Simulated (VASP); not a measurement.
All values below come from PBEsol GGA, VASP's PBE PAW potentials (set 64) (plane waves; VASP 6.6.1).

VASP ran on this input.

### POSCAR
```
WSb
3.8762510
  0.0000000000   0.7071068441   0.7071068441
  0.7071068441   0.0000000000   0.7071068441
  0.7071068441   0.7071068441   0.0000000000
W Sb
1 1
Cart
  0.0000000000   0.0000000000   0.0000000000
  0.7071068441   0.7071068441   0.7071068441
```

### INCAR
```
SYSTEM = WSb
PREC = Accurate
ENCUT = 400
EDIFF = 1E-7
NELM = 100
ALGO = Normal
LREAL = .FALSE.
LASPH = .TRUE.
ISMEAR = 0
SIGMA = 0.05
GGA = PS
LMAXMIX = 6
LWAVE = .FALSE.
LCHARG = .FALSE.
LORBIT = 11
ICHARG = 11
```

KPOINTS:
```
k-points along high-symmetry lines
15
Line-mode
Reciprocal
  0.000000   0.000000   0.000000 ! GAMMA
  0.500000   0.000000   0.500000 ! X

  0.500000   0.000000   0.500000 ! X
  0.625000   0.250000   0.625000 ! U

  0.375000   0.375000   0.750000 ! K
  0.000000   0.000000   0.000000 ! GAMMA

  0.000000   0.000000   0.000000 ! GAMMA
  0.500000   0.500000   0.500000 ! L

  0.500000   0.500000   0.500000 ! L
  0.500000   0.250000   0.750000 ! W

  0.500000   0.250000   0.750000 ! W
  0.500000   0.000000   0.500000 ! X
```

POTCAR, in this order: W_sv Sb (PBE.64 set). Program: vasp_std. Read from the step before: CHGCAR.

What VASP printed:

File OUTCAR:
```
 ion  position               nearest neighbor table
   1  0.000  0.000  0.000-   2 2.74   2 2.74   2 2.74   2 2.74   2 2.74   2 2.74
   2  0.500  0.500  0.500-   1 2.74   1 2.74   1 2.74   1 2.74   1 2.74   1 2.74
  LATTYP: Found a face centered cubic cell.
 ALAT       =     5.4818472228
 Subroutine PRICEL returns:
 Original cell was already a primitive cell.
 Subroutine GETGRP returns: Found 48 space group operations
The static configuration has the point symmetry O_h .
The dynamic configuration has the point symmetry O_h .
 Subroutine INISYM returns: Found 48 space group operations
   k-points           NKPTS =     90   k-points in BZ     NKDIM =     90   number of bands    NBANDS=     13
   number of dos      NEDOS =    301   number of ions     NIONS =      2
   total plane-waves  NPLWV =  21952
   dimension x,y,z NGX =    28 NGY =   28 NGZ =   28
   dimension x,y,z NGXF=    56 NGYF=   56 NGZF=   56
   ions per type =               1   1
   PREC   = accura    normal or accurate (medium, high low for compatibility)
   ISTART =      0    job   : 0-new  1-cont  2-samecut
   ICHARG =     11    charge: 1-file 2-atom 10-const
   ISPIN  =      1    spin polarized calculation?
   LNONCOLLINEAR =      F non collinear calculations
   LSORBIT =      F    spin-orbit coupling
   INIWAV =      1    electr: 0-lowe 1-rand  2-diag
   ENCUT  =  400.0 eV  29.40 Ry    5.42 a.u.   6.32  6.32  6.32*2*pi/ulx,y,z
   NELM   =    100;   NELMIN=  2; NELMDL= -5     # of ELM steps
   EDIFF  = 0.1E-06   stopping-criterion for ELM
   LREAL  =      F    real-space projection
   NLSPLINE    = F    spline interpolate recip. space projectors
   LMAXMIX     =    6 max onsite mixed and CHGCAR
   VOSKOWN=      0    Vosko Wilk Nusair interpolation
   EDIFFG = 0.1E-05   stopping-criterion for IOM
   NSW    =      0    number of steps for IOM
   NBLOCK =      1;   KBLOCK =      1    inner block; outer block
   IBRION =     -1    ionic relax: 0-MD 1-quasi-New 2-CG
   NFREE  =      0    steps in history (QN), initial steepest desc. (CG)
   ISIF   =      2    stress and relaxation
   ISYM   =      2    0-nonsym 1-usesym 2-fastsym
   TEIN   =    0.0    initial temperature
   TEBEG  =    0.0;   TEEND  =   0.0 temperature during run
   SMASS  =  -3.00    Nose mass-parameter (am)
   PSTRESS=    0.0 pullay stress
   NELECT =      19.0000    total number of electrons
   EFERMI =   0.00;   METHOD = LEGACY
   ISMEAR =     0;   SIGMA  =   0.05  broadening in eV -4-tet -1-fermi 0-gaus
   IALGO  =     38    algorithm
   LDIAG  =      T    sub-space diagonalisation (order eigenvalues)
   IMIX   =      4    mixing-type and parameters
     AMIX     =   0.40;   BMIX     =  1.00
     AMIX_MAG =   1.60;   BMIX_MAG =  1.00
     AMIN     =   0.10
   GGA     = PS    functional components
   VOSKOWN =     0    Vosko Wilk Nusair interpolation
   LHFCALC =     F    Hartree Fock is set to
   LHFONE  =     F    Hartree Fock one center treatment
   AEXX    =    0.0000 exact exchange contribution
   IVDW    =     0    specifies the selected vdW correction
   LEPSILON=     F    determine dielectric tensor
   LRPA    =     F    only Hartree local field effects (RPA)
  energy-cutoff  :      400.00
  volume of cell :       41.18
      direct lattice vectors                 reciprocal lattice vectors
     0.000000000  2.740923611  2.740923611    -0.182420261  0.182420261  0.182420261
     2.740923611  0.000000000  2.740923611     0.182420261 -0.182420261  0.182420261
     2.740923611  2.740923611  0.000000000     0.182420261  0.182420261 -0.182420261
 k-point     1 :   0.0000 0.0000 0.0000  plane waves:     725
 k-point     2 :   0.0357 0.0000 0.0357  plane waves:     733
 k-point     3 :   0.0714 0.0000 0.0714  plane waves:     733
 k-point     4 :   0.1071 0.0000 0.1071  plane waves:     737
 k-point     5 :   0.1429 0.0000 0.1429  plane waves:     753
 k-point     6 :   0.1786 0.0000 0.1786  plane waves:     745
 k-point     7 :   0.2143 0.0000 0.2143  plane waves:     745
 k-point     8 :   0.2500 0.0000 0.2500  plane waves:     729
 k-point     9 :   0.2857 0.0000 0.2857  plane waves:     745
 k-point    10 :   0.3214 0.0000 0.3214  plane waves:     749
...
```

**OSZICAR**
```
       N       E                     dE             d eps       ncg     rms          rms(c)
DAV:   1     0.105173492846E+03    0.10517E+03   -0.81739E+03  2380   0.117E+03
DAV:   2    -0.104112656933E+02   -0.11558E+03   -0.11320E+03  2960   0.313E+02
DAV:   3    -0.137681487980E+02   -0.33569E+01   -0.32471E+01  2651   0.524E+01
DAV:   4    -0.138264336058E+02   -0.58285E-01   -0.55533E-01  2714   0.740E+00
DAV:   5    -0.138277921085E+02   -0.13585E-02   -0.13576E-02  3021   0.118E+00
DAV:   6    -0.138278235309E+02   -0.31422E-04   -0.31423E-04  2919   0.135E-01
DAV:   7    -0.138278239087E+02   -0.37778E-06   -0.37710E-06  3032   0.138E-02
DAV:   8    -0.138278239183E+02   -0.95829E-08   -0.99469E-08  1686   0.158E-03
   1 F= -.13827824E+02 E0= -.13823778E+02  d E =-.809168E-02
```

OUTCAR:
```
 val. band max:       10.0392619637   @ k =   0.5000   0.4286   0.5714

 cond. band min:      10.0412866071   @ k =   0.3214   0.3214   0.6429



 k-point     1 :       0.0000    0.0000    0.0000
  band No.  band energies     occupation
      1     -64.1424      2.00000
      2     -28.3851      2.00000
      3     -28.3851      2.00000
      4     -28.3851      2.00000
      5      -2.7633      2.00000
      6       8.4564      2.00000
      7       8.4564      2.00000
      8       8.4564      2.00000
      9       9.0240      2.00000
     10       9.0240      2.00000
     11      10.9410      0.00000
     12      10.9410      0.00000
     13      10.9410      0.00000

 k-point     2 :       0.0357    0.0000    0.0357
  band No.  band energies     occupation
      1     -64.1424      2.00000
      2     -28.3855      2.00000
      3     -28.3853      2.00000
      4     -28.3853      2.00000
      5      -2.7351      2.00000
      6       8.4262      2.00000
      7       8.4262      2.00000
      8       8.4304      2.00000
      9       8.7760      2.00000
     10       9.0328      2.00000
     11      10.9895      0.00000
     12      10.9895      0.00000
     13      11.1042      0.00000

 k-point     3 :       0.0714    0.0000    0.0714
  band No.  band energies     occupation
      1     -64.1424      2.00000
      2     -28.3868      2.00000
      3     -28.3860      2.00000
      4     -28.3860      2.00000
      5      -2.6509      2.00000
      6       8.2206      2.00000
      7       8.3465      2.00000
      8       8.3465      2.00000
      9       8.3553      2.00000
     10       9.0588      2.00000
     11      11.1207      0.00000
     12      11.1207      0.00000
     13      11.4223      0.00000

 k-point     4 :       0.1071    0.0000    0.1071
  band No.  band energies     occupation
      1     -64.1422      2.00000
      2     -28.3889      2.00000
      3     -28.3871      2.00000
      4     -28.3871      2.00000
...
```

The density is held fixed in this step, so its total energy and stress have no physical meaning. Unless said otherwise, spin-orbit coupling is left out, though it shifts the bands of the heavy elements here.

The structure was generated: WSb was put into the rock salt type (Fm-3m), which need not be its known phase. It was relaxed first, which changed the volume by -40 %. The electron count is odd and the run is not spin-polarised, which forces a metal.
